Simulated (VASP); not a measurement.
Calculation: optB88-vdW, VASP's PBE PAW potentials (set 64) (plane waves; VASP).

The input files of a VASP run:

INCAR:
```
SYSTEM = Y
PREC = Accurate
ENCUT = 520
EDIFF = 1E-7
NELM = 100
ALGO = Normal
LREAL = .FALSE.
LASPH = .TRUE.
ISMEAR = -5
GGA = BO
PARAM1 = 0.1833333333
PARAM2 = 0.22
LUSE_VDW = .TRUE.
AGGAC = 0.0
LMAXMIX = 4
LWAVE = .FALSE.
LCHARG = .TRUE.
LORBIT = 11
NEDOS = 601
ISIF = 2
```

### KPOINTS
```
Automatic mesh
0
Gamma
13 13 8
0 0 0
```

### POSCAR
```
Y
1
    1.8159414324    -3.1453030964     0.0000000000
    1.8159414324     3.1453030964     0.0000000000
    0.0000000000     0.0000000000     5.5822965011
Y
2
Direct
  0.3333330000   0.6666670000   0.2500000000
  0.6666670000   0.3333330000   0.7500000000
```

POTCAR, in this order: Y_sv (PBE.64 set). Program: vasp_std.

What will the output report for the number of irreducible k-points (NKPTS), largest plane-wave count, number of space-group operations, FFT grid (NGX, NGY, NGZ)?

The number of irreducible k-points (NKPTS) comes out as 105 and the largest plane-wave count is 1749. The number of space-group operations comes out as 24 and the FFT grid (NGX, NGY, NGZ) is 28 × 28 × 42.

The compound is Y in the hcp structure. It was relaxed first.
